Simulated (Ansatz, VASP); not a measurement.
**Cross-check of LaBi between VASP and Ansatz**

Wanted: the spread between two codes on one cell, functional and k mesh. The cell is taken from a series of runs on this material, whose earlier steps may have relaxed, scaled, displaced or heated it; both programs get it as it stands.

Calculated with Ansatz 0.2.0; plane waves, with VASP 6.6.1 beside it; relaxation of cell and atoms at PBEsol and zone-centre phonons at PBEsol.

## (1) Starting point

The structure is cubic, space group Fm-3m (No. 225). Conventional cell: a = 6.557 Å, b = 6.557 Å, c = 6.557 Å, α = 90.00°, β = 90.00°, γ = 90.00°. Nearest to La lie 6 Bi at 3.28 Å. Nearest to Bi lie 6 La at 3.28 Å. Farther neighbours are not listed.

## (2) Ansatz: relaxation of cell and atoms, PBEsol

Ansatz runs on its PAW soft_1 files.

The relaxed volume is the usual yardstick between codes: in a stiff, nearly cubic crystal its relative difference is about their pressure difference at one cell divided by the bulk modulus.

The input, input.yaml:

```yaml
crystal:
  lattice:
    - [0.0, 3.2785190532, 3.2785190532]
    - [3.2785190532, 0.0, 3.2785190532]
    - [3.2785190532, 3.2785190532, 0.0]
  atoms:
    - { symbol: La, position: [0.0, 0.0, 0.0] }
    - { symbol: Bi, position: [0.5, 0.5, 0.5] }
kpoints:
  mp_grid: { grid: [12, 12, 12] }
hamiltonian:
  xc: pbesol
  pseudopotentials: { kind: paw, azcp: { folder: soft_1 }, xc_functional: pbe }
scf:
  occupations: { method: methfessel_paxton, width: 0.2 }
output:
  forces: true
  stress: true
  eigenvalues: true
relax:
  adjacent_minimum: "off"
  f_tol: 0.001
  max_steps: 60
  cell: { stress_tol: 0.01 }
```

Launch:

```bash
> ansatz run input.yaml --threads 4 --pin off --max-ram 10240MiB --backend cpu --events-out ev --progress --plain --runs-dir out
```

Numbers of over 12 decimals in the logs are rounded to 6 here.

The program printed:

```text
Engine: ansatz 0.2.0, aarch64-unknown-linux-gnu
Pseudopotentials: kind: paw
Pseudopotential: La, paw, valence charge 11, recommended cutoff 420 eV (normal), soft_1/La.paw.azcp
Pseudopotential: Bi, paw, valence charge 15, recommended cutoff 420 eV (normal), soft_1/Bi.paw.azcp
Functional definition: PBEsol
  exchange = pbesol_x
  correlation = pbesol_c
Crystal: 2 atoms, lattice volume = 70.480 Å³
Basis set: ecut = 420 eV, 1411 PW (Γ), exchange–correlation on 64×64×64 points (8 copies of the dense FFT grid, shifted against one another)
Bands: 17, of which v1, the nominal top of the filled ones, is band 13 counted from 1 (12 counted from 0)
Symmetry: 48 space group operations
Space group: Fm-3m (ITA 225), of the structure as read, at distance tolerance 4.1e-5 Å
k-points: 72 of 1728
Non-local potential: La, projectors of the file, l = 0: 3, l = 1: 2, l = 2: 2, l = 3: 3
Non-local potential: Bi, projectors of the file, l = 0: 2, l = 1: 2, l = 2: 2, l = 3: 1
PAW form: soft (Blöchl's): semilocal exchange-correlation on the pseudo side does not see the compensation charge
PAW frozen core: La, regenerated for the run's functional, and the local potential with it (the file was generated under x = pbe(κ = 0.804, μ = 0.219515), c = pbe(β = 0.066725))
PAW frozen core: Bi, regenerated for the run's functional, and the local potential with it (the file was generated under x = pbe(κ = 0.804, μ = 0.219515), c = pbe(β = 0.066725))
PAW one-centre angular grid: La, 590 points (default); XC on 64 Gauss nodes
PAW one-centre angular grid: Bi, 590 points (default); XC on 64 Gauss nodes
Initial density: superposition of atomic densities (chi_scale 0.1, normalization cell, long waves kept (reshape's long-wave potential 0.00 eV rms))
Initial wavefunctions: pseudopotential atomic-orbital guess
Functional: x = pbesol(κ = 0.804, μ = 0.123457), c = pbesol(β = 0.046)
SCF iter   1: F=—  HF=-18408.484902 eV  |F-HF|=—  |Δ(HF+E_count)|=         —  Δρ=3.18e-2  dr2=1.41e0  ethr=3.10e-3  ⟨swp⟩=4.0  Hψ=4884  notcnv=0
preconditioner: auto → Kerker (q_TF=auto, 2.311 Å⁻¹)  [metal: Δε(μ)=0.126 eV  Ē_g=14.655 eV  σ=0.200 eV  W_gap=0.48  n_scr=14 (ndim 8)  ℏωp=21.7 eV  f_vac=0.000  D(μ)=0.42/eV (n_scr^D=0)]
SCF iter   2: F=—  HF=-18408.116505 eV  |F-HF|=—  |Δ(HF+E_count)|=   3.68e-1  S|Δr|=    0.00e0  Δρ=1.58e-2  dr2=2.59e-1  ethr=3.10e-3  ⟨swp⟩=3.9  Hψ=3165  notcnv=0
preconditioner: auto → none  [insulator: Δε(μ)=0.152 eV  Ē_g=15.552 eV  σ=0.200 eV  W_gap=0.53  n_scr=14 (ndim 8)  ℏωp=21.7 eV  f_vac=0.000  D(μ)=0.29/eV (n_scr^D=0)  ε∞_Penn≈2.9]
SCF iter   3: F=—  HF=-18408.059432 eV  |F-HF|=—  |Δ(HF+E_count)|=   5.71e-2  S|Δr|=    0.00e0  Δρ=3.60e-3  dr2=1.10e-2  ethr=9.96e-4  ⟨swp⟩=2.0  Hψ=2381  notcnv=0
SCF iter   4: F=—  HF=-18408.058822 eV  |F-HF|=—  |Δ(HF+E_count)|=   6.10e-4  S|Δr|=    0.00e0  Δρ=1.23e-3  dr2=1.12e-3  ethr=4.23e-5  ⟨swp⟩=2.0  Hψ=2456  notcnv=0
SCF iter   5: F=—  HF=-18408.058588 eV  |F-HF|=—  |Δ(HF+E_count)|=   2.34e-4  S|Δr|=    0.00e0  Δρ=1.47e-4  dr2=8.92e-6  ethr=4.31e-6  ⟨swp⟩=2.0  Hψ=2431  notcnv=0
SCF iter   6: F=—  HF=-18408.058591 eV  |F-HF|=—  |Δ(HF+E_count)|=   3.05e-6  S|Δr|=    0.00e0  Δρ=2.97e-5  dr2=3.81e-7  ethr=3.43e-8  ⟨swp⟩=2.0  Hψ=2165  notcnv=0
SCF iter   7: F=-18408.058591 eV  HF=-18408.058591 eV  |F-HF|=4.70e-9  |Δ(HF+E_count)|=   2.02e-7  S|Δr|=    0.00e0  Δρ=2.74e-6  dr2=4.78e-9  ethr=3.85e-10  ⟨swp⟩=7.2  Hψ=7122  notcnv=0
SCF 1 converged in 7 iterations: F = -18408.058591 eV  dr2 = 4.78e-9
  greatest PAW one-centre occupation: 0.986 electrons in one spin orbital (limit 2), on the Bi atom at site 1 (counted from 0), in its partial waves of l = 2
relax step   1: F+E_penalty+E_count = -18408.05859088 eV  Δ(F+E_penalty+E_count) = +0.000e0 eV  max|allowed force component| = 6.219e-29 eV/Å  Δτ_max = 0.0000 Å  P = +0.002 GPa  Ω = 70.480 Å³  (7 SCF iters, dr2 threshold 1.00e-7 eV, accepted)
Initial density: handed on by an earlier stage of this run
Initial wavefunctions: pseudopotential atomic-orbital guess (no wavefunctions were taken with the density)
iter 1 solved again at ethr=6.01e-7 eV; its pass at ethr=3.10e-3 eV (dr2=1.56e-4 eV) is discarded
SCF iter   1: F=—  HF=-18408.058602 eV  |F-HF|=—  |Δ(HF+E_count)|=         —  Δρ=3.24e-6  dr2=7.09e-9  ethr=6.01e-7  ⟨swp⟩=3.0  Hψ=9277  notcnv=0
eigensolver tolerance schedule: the retry pair's looser diagonalisation over-reported the residual by 22049.82 of it (diagonalisation noise at an unbounded share of the residual, at the tolerance the schedule requests for it); recorded, not acted on — ethr = c·dr2/N_el stays at c = 1.0e-1
preconditioner: auto → Kerker (q_TF=auto, 2.311 Å⁻¹)  [metal: Δε(μ)=0.074 eV  Ē_g=16.010 eV  σ=0.200 eV  W_gap=0.31  n_scr=14 (ndim 8)  ℏωp=21.7 eV  f_vac=0.000  D(μ)=0.23/eV (n_scr^D=0)]
SCF iter   2: F=—  HF=-18408.058591 eV  |F-HF|=—  |Δ(HF+E_count)|=   1.15e-5  S|Δr|=    0.00e0  Δρ=1.57e-6  dr2=1.22e-9  ethr=2.73e-11  ⟨swp⟩=3.0  Hψ=3115  notcnv=0
SCF iter   3: F=—  HF=-18408.058591 eV  |F-HF|=—  |Δ(HF+E_count)|=  2.18e-10  S|Δr|=    0.00e0  Δρ=6.83e-7  dr2=2.67e-10  ethr=4.70e-12  ⟨swp⟩=1.8  Hψ=1624  notcnv=0
SCF iter   4: F=—  HF=-18408.058591 eV  |F-HF|=—  |Δ(HF+E_count)|=  4.73e-11  S|Δr|=    0.00e0  Δρ=1.02e-7  dr2=1.03e-11  ethr=1.03e-12  ⟨swp⟩=2.1  Hψ=1714  notcnv=0
SCF iter   5: F=-18408.058591 eV  HF=-18408.058591 eV  |F-HF|=0.00e0  |Δ(HF+E_count)|=  7.28e-12  S|Δr|=    0.00e0  Δρ=2.17e-8  dr2=4.73e-13  ethr=1.00e-12  ⟨swp⟩=4.3  Hψ=6010  notcnv=0
SCF 2 converged in 5 iterations: F = -18408.058591 eV  dr2 = 4.73e-13
relax step   2: F+E_penalty+E_count = -18408.05859088 eV  Δ(F+E_penalty+E_count) = -2.077e-9 eV  max|allowed force component| = 8.283e-29 eV/Å  Δτ_max = 0.0000 Å  P = +0.002 GPa  Ω = 70.480 Å³  stress off target by 2.29e-3 GPa  SCF on the basis re-selected at this cell (its energy is not comparable with the rows above)  (5 SCF iters)
basis re-selected at this cell: Δ(F+E_penalty+E_count) = -2.077e-9 eV, ΔP = +0.000 GPa vs the last step (what re-selecting the basis moved, of the pressure what is left beyond the Pulay correction that the steps carried, after the strain that the cell walked since its last selection, with what the two solves' SCF thresholds leave and, on support functions, any second-order correction that the steps lacked; it is no m [...]
SCF converged after 5 iterations
Stability not checked: this state was not tested for a lower state beside it, because cold or Methfessel-Paxton smearing, or corrected tetrahedra, fill the levels in a way that the test cannot read (fill_not_monotonic; see scf.lower_state_search)
Free energy (F): -18408.058591 eV
Harris-Foulkes:  -18408.058591 eV  (|F-HF|=0.00e0)
Internal energy: -18408.059778 eV  (E = F + TS)
E sigma→0 (E₀):  -18408.058888 eV
Entropy (-TS):   0.001187 eV (0.594 meV/atom)
Fermi energy:    10.183869 eV
Step filling:    the computed levels leave a gap of 0.0739 eV = 0.4 smearing widths at the electron count; against every level under it full and every level over it empty, smearing changes F+E_penalty+E_count by +0.297 meV and its σ→0 estimate by +2.91e-4 meV
--- Per-component energies (eV) ---
  E_band       = -144.557691
  E_kinetic    = 442.714031
  E_local      = -1724.472507  (includes V_loc(G=0)·N_el)
  E_nonlocal   = 499.052586
  E_hartree    = 643.937337
  E_xc         = -291.314588
  E_vxc        = -274.698932  (∫ρ·V_xc dr)
  E_paw        = -15841.498239  (= ΣΔE_a)
  E_vpaw       = -375.027771  (= ΣTr[D̂ρ^β])
  E_aug_tail   = 0.000207  (compensation charges beyond the density's cutoff)
  E_ewald      = -2136.737436
  E_core_change = 0.258830  (= ΣΔE_core)
  E_smearing   = 0.001187  (= −TS)
  E_closure    = 0.000000  (closes the sum)
  Σ components = -18408.058591   (vs F -18408.058591, Δ=0.00e0)
--- Forces (eV/Å), atoms counted from 1 ---
  atom   1  La    -0.00000000     0.00000000    -0.00000000
  atom   2  Bi     0.00000000    -0.00000000    -0.00000000
  max |Σ_I F_I| component: 1.63e-28 eV/Å
--- Stress (GPa, compression-positive) ---
        0.002294      -0.000000      -0.000000
       -0.000000       0.002294      -0.000000
       -0.000000       0.000000       0.002294
  P = ⅓ Tr σ = 0.0023 GPa (0.023 kbar)
--- Band table (eV; the first three rows and the last of 72) ---
  k-point 0: bands = [... 9 lower, -0.3483, 10.4106, 10.4106, 10.4106, 11.3701, 11.3701, 11.3701, 11.9019]
  k-point 1: bands = [... 9 lower, -0.2815, 9.9190, 10.1583, 10.1583, 11.3844, 11.4510, 11.4510, 11.9850]
  k-point 2: bands = [... 9 lower, -0.0966, 9.0278, 9.6657, 9.6657, 11.3763, 11.6262, 11.6262, 12.1091]
  k-point 71: bands = [... 9 lower, 0.3305, 8.3638, 8.6959, 8.6959, 11.7442, 11.7442, 12.1159, 12.1159]
--- Relaxed structure (1 steps of the walk, 1 accepted, 1 SCFs on fresh bases) ---
  F+E_penalty+E_count = -18408.05859088 eV   max|allowed force component| = 8.283e-29 eV/Å   (the final SCF, on the basis selected at the relaxed cell)
  cell:  # Å, volume = 70.4796 Å³
    - [0.0, 3.2785190532, 3.2785190532]
    - [3.2785190532, 0.0, 3.2785190532]
    - [3.2785190532, 3.2785190532, 0.0]
  atoms:
    - { symbol: La, position: [0.0, 0.0, 0.0] }
    - { symbol: Bi, position: [0.5, 0.5, 0.5] }
```

## (3) VASP: relaxation of cell and atoms, PBEsol

The same cell, functional, mesh and smearing now go to VASP, with its own data sets.

Lines of VASP's logs that name or quote its potential files are left out, and so is its time.

The input, INCAR:

```
SYSTEM = LaBi
PREC = Accurate
ENCUT = 500
EDIFF = 1E-07
NELM = 200
ISMEAR = 1
SIGMA = 0.2
LREAL = .FALSE.
ALGO = Normal
GGA = PS
NBANDS = 19
LASPH = .TRUE.
LORBIT = 11
LWAVE = .FALSE.
LCHARG = .FALSE.
ISIF = 3
IBRION = 2
NSW = 80
EDIFFG = -0.005
GGA_COMPAT = .FALSE.
NELMIN = 4
LMAXMIX = 6
KPAR = 2
```

The input, POSCAR:

```
LaBi
1.0
    0.0000000000      3.2785190000      3.2785190000
    3.2785190000      0.0000000000      3.2785190000
    3.2785190000      3.2785190000      0.0000000000
La Bi
1 1
Direct
    0.0000000000      0.0000000000      0.0000000000
    0.5000000000      0.5000000000      0.5000000000
```

The input, KPOINTS:

```
Automatic mesh
0
Gamma
12 12 12
0 0 0
```

PAW data sets: La and Bi_d (PBE family, release 64).

Launch:

```bash
> mpirun -np 2 vasp_std
```

The program printed:

```text
[banner, memory and clock lines left out]
running    2 mpi-ranks, on    1 nodes
 distrk:  each k-point on    1 cores,    2 groups
 distr:  one band on    1 cores,    1 groups

 POSCAR found type information on POSCAR LaBi
 POSCAR found :  2 types and       2 ions
|                                                                             |
|               ----> ADVICE to this user running VASP <----                  |
|                                                                             |
|     You enforced a specific xc type in the INCAR file but a different       |
|     [... a line on the potential file left out ...]
|     I HOPE YOU KNOW WHAT YOU ARE DOING!                                     |
|                                                                             |

 LDA part: xc-table for (Slater+PW92), standard interpolation
 POSCAR, INCAR and KPOINTS ok, starting setup
 FFT: planning ... GRIDC
 FFT: planning ... GRID_SOFT
 FFT: planning ... GRID
 WAVECAR not read
 entering main loop
       N       E                     dE             d eps       ncg     rms          rms(c)
DAV:   1     0.271943678074E+03    0.27194E+03   -0.11094E+04  2744   0.186E+03
DAV:   2     0.185201697128E+02   -0.25342E+03   -0.24649E+03  3480   0.360E+02
DAV:   3    -0.102494135626E+02   -0.28770E+02   -0.28260E+02  3625   0.165E+02
DAV:   4    -0.117985836375E+02   -0.15492E+01   -0.15125E+01  5190   0.336E+01
DAV:   5    -0.118568819365E+02   -0.58298E-01   -0.58278E-01  4144   0.509E+00    0.281E+00
DAV:   6    -0.117991026436E+02    0.57779E-01   -0.12644E-01  5388   0.280E+00    0.160E+00
DAV:   7    -0.117758320607E+02    0.23271E-01   -0.66578E-02  4408   0.260E+00    0.378E-01
DAV:   8    -0.117772528322E+02   -0.14208E-02   -0.46415E-03  4789   0.481E-01    0.208E-01
DAV:   9    -0.117783340196E+02   -0.10812E-02   -0.40221E-03  4208   0.408E-01    0.563E-02
DAV:  10    -0.117785403535E+02   -0.20633E-03   -0.76485E-04  5146   0.145E-01    0.451E-02
DAV:  11    -0.117786394872E+02   -0.99134E-04   -0.32211E-04  4096   0.866E-02    0.206E-02
DAV:  12    -0.117786675514E+02   -0.28064E-04   -0.23667E-04  5061   0.709E-02    0.581E-03
DAV:  13    -0.117786674120E+02    0.13948E-06   -0.78839E-06  4296   0.155E-02    0.197E-03
DAV:  14    -0.117786673226E+02    0.89373E-07   -0.71607E-07  5005   0.520E-03
   1 F= -.11778667E+02 E0= -.11779036E+02  d E =-.117787E+02
 curvature:   0.00 expect dE= 0.000E+00 dE for cont linesearch  0.000E+00
 trial: gam= 0.00000 g(F)=  0.144E-59 g(S)=  0.142E-03 ort = 0.000E+00 (trialstep = 0.100E+01)
 search vector abs. value=  0.142E-03
 bond charge predicted
       N       E                     dE             d eps       ncg     rms          rms(c)
DAV:   1    -0.117813955774E+02   -0.27282E-02   -0.77880E-02  4074   0.344E+00    0.264E-01
DAV:   2    -0.117790845028E+02    0.23111E-02   -0.55988E-03  4432   0.102E+00    0.104E-01
DAV:   3    -0.117786764420E+02    0.40806E-03   -0.19361E-03  4227   0.540E-01    0.116E-02
DAV:   4    -0.117786812957E+02   -0.48538E-05   -0.77198E-05  4523   0.860E-02    0.887E-03
DAV:   5    -0.117786840957E+02   -0.28000E-05   -0.15762E-05  4931   0.315E-02    0.511E-03
DAV:   6    -0.117786862264E+02   -0.21306E-05   -0.38057E-06  4933   0.133E-02    0.293E-03
DAV:   7    -0.117786877990E+02   -0.15726E-05   -0.20928E-06  4922   0.105E-02    0.144E-03
DAV:   8    -0.117786877778E+02    0.21163E-07   -0.52409E-07  4018   0.529E-03
   2 F= -.11778688E+02 E0= -.11779059E+02  d E =-.204552E-04
 trial-energy change:   -0.000020  1 .order   -0.000015   -0.000142    0.000113
 step:   0.5901(harm=  0.5581)  dis= 0.00000  next Energy=   -11.778711 (dE=-0.432E-04)
 bond charge predicted
       N       E                     dE             d eps       ncg     rms          rms(c)
DAV:   1    -0.117791638372E+02   -0.47604E-03   -0.13085E-02  4076   0.142E+00    0.108E-01
DAV:   2    -0.117787799450E+02    0.38389E-03   -0.94691E-04  4546   0.425E-01    0.425E-02
DAV:   3    -0.117787109217E+02    0.69023E-04   -0.32320E-04  4234   0.221E-01    0.470E-03
DAV:   4    -0.117787104106E+02    0.51109E-06   -0.12305E-05  4564   0.342E-02    0.363E-03
DAV:   5    -0.117787094538E+02    0.95678E-06   -0.26876E-06  4729   0.130E-02    0.202E-03
DAV:   6    -0.117787087961E+02    0.65765E-06   -0.65212E-07  4458   0.566E-03    0.118E-03
DAV:   7    -0.117787083533E+02    0.44286E-06   -0.32291E-07  4231   0.443E-03    0.568E-04
DAV:   8    -0.117787083374E+02    0.15898E-07   -0.98235E-08  3258   0.283E-03
   3 F= -.11778708E+02 E0= -.11779078E+02  d E =-.410148E-04
 curvature:  -0.28 expect dE=-0.118E-07 dE for cont linesearch -0.118E-07
 trial: gam=-0.01701 g(F)=  0.173E-58 g(S)=  0.427E-07 ort = 0.246E-05 (trialstep = 0.918E+00)
 search vector abs. value=  0.113E-09
 reached required accuracy - stopping structural energy minimisation
```

OUTCAR, selected parts (step 3):

```text
ion  position               nearest neighbor table
   1  0.000  0.000  0.000-   2 3.28   2 3.28   2 3.28   2 3.28   2 3.28   2 3.28
   2  0.500  0.500  0.500-   1 3.28   1 3.28   1 3.28   1 3.28   1 3.28   1 3.28

  LATTYP: Found a face centered cubic cell.
 ALAT       =     6.5570380000

 Subroutine GETGRP returns: Found 48 space group operations
 (whereof 48 operations were pure point group operations)

The static configuration has the point symmetry O_h .

 Found     72 irreducible k-points:

   k-points           NKPTS =     72   k-points in BZ     NKDIM =     72   number of bands    NBANDS=     19

   dimension x,y,z NGX =    36 NGY =   36 NGZ =   36
   dimension x,y,z NGXF=    72 NGYF=   72 NGZF=   72

   ENCUT  =  500.0 eV  36.75 Ry    6.06 a.u.   8.45  8.45  8.45*2*pi/ulx,y,z

   NELECT =      26.0000    total number of electrons

 k-points in reciprocal lattice and weights: Automatic mesh
   0.00000000  0.00000000  0.00000000       0.001
   0.08333333  0.00000000  0.00000000       0.005
   0.16666667  0.00000000  0.00000000       0.005
   0.25000000  0.00000000  0.00000000       0.005
   0.33333333  0.00000000  0.00000000       0.005
   0.41666667  0.00000000  0.00000000       0.005
   0.50000000  0.00000000  0.00000000       0.002
   0.08333333  0.08333333  0.00000000       0.003
   0.16666667  0.08333333  0.00000000       0.014
[...]
-0.33333333  0.50000000  0.16666667       0.007
  -0.25000000  0.50000000  0.25000000       0.003

 average (electrostatic) potential at core
       1 -97.2040       2-102.6151

 E-fermi :   6.8917

 k-point     1 :       0.0000    0.0000    0.0000
  band No.  band energies     occupation
    ...
      6     -14.7167      2.00000
      7      -9.4427      2.00000
      8      -9.4427      2.00000
      9      -9.4427      2.00000
     10      -3.6548      2.00000
     11       7.1358     -0.07091
     12       7.1358     -0.07091
     13       7.1358     -0.07091
     14       8.0641     -0.00000
     15       8.0641     -0.00000
    ...

 k-point     2 :       0.0833    0.0000    0.0000
  band No.  band energies     occupation
    ...
      9      -9.4401      2.00000
     10      -3.5879      2.00000
     11       6.6299      2.06897
     12       6.8715      1.17006
     13       6.8715      1.17006
     14       8.0997     -0.00000
     15       8.1513     -0.00000
     16       8.1513     -0.00000
     17       8.7962     -0.00000
     18       8.9394     -0.00000
    ...

 k-point     3 :       0.1667    0.0000    0.0000
  band No.  band energies     occupation
    ...
      9      -9.4331      2.00000
     10      -3.4029      2.00000
     11       5.7302      2.00000
     12       6.3674      2.00132
     13       6.3674      2.00132
     14       8.1071     -0.00000
     15       8.3402     -0.00000
     16       8.3402     -0.00000
     17       8.9252     -0.00000
     18       8.9943     -0.00000
    ...

  Total       -0.0007678     -0.0007678     -0.0007678      0.0000000      0.0000000      0.0000000
  in kB       -0.0174872     -0.0174872     -0.0174872      0.0000000      0.0000000      0.0000000
  external PRESSURE =      -0.0174872 kB  Pullay stress =       0.0000000 kB

  energy-cutoff  :      500.00
  volume of cell :       70.35
      direct lattice vectors                 reciprocal lattice vectors
    -0.000000000  3.276448619  3.276448619    -0.152604255  0.152604255  0.152604255
     3.276448619  0.000000000  3.276448619     0.152604255 -0.152604255  0.152604255
     3.276448619  3.276448619  0.000000000     0.152604255  0.152604255 -0.152604255

 POSITION                                       TOTAL-FORCE (eV/Angst)
 -----------------------------------------------------------------------------------
      0.00000      0.00000      0.00000         0.000000     -0.000000     -0.000000
      3.27645      3.27645      3.27645        -0.000000      0.000000      0.000000
 -----------------------------------------------------------------------------------
    total drift:                                0.000000      0.000000      0.000000

  FREE ENERGIE OF THE ION-ELECTRON SYSTEM (eV)
  ---------------------------------------------------
  free  energy   TOTEN  =       -11.7787083374 eV

  energy  without entropy=      -11.7798186489  energy(sigma->0) =      -11.77907844

 reached required accuracy - stopping structural energy minimisation

 total charge
# of ion       s       p       d       f       tot
--------------------------------------------------
    1        2.029   5.629   0.704   0.121   8.482
    2        1.433   1.728   9.881   0.000  13.042
--------------------------------------------------
tot          3.462   7.357  10.584   0.121  21.524

[... 3 further parts left out ...]
```

CONTCAR:

```
LaBi
   1.00000000000000
    -0.0000000000000000    3.2764486193624820    3.2764486193624820
     3.2764486193624820    0.0000000000000000    3.2764486193624820
     3.2764486193624820    3.2764486193624820    0.0000000000000000
  La              Bi
     1     1
Direct
     0.0000000000000000    0.0000000000000000    0.0000000000000000
     0.5000000000000000    0.5000000000000000    0.5000000000000000
```

(Continued in part 2 of 2.)

[Lines on the potential files, build, host, timing and source positions are cut from VASP's logs without a mark.]

[Logs are printed without paths, hosts, clocks, repeated set-up lines and the standing remarks that a program may print on its own settings, such as how far it seeks lower states.]

[Hosts, paths, dates, database ids (printed as entryN), source tags and the programs' standing remarks are cut or masked in the printed files.]
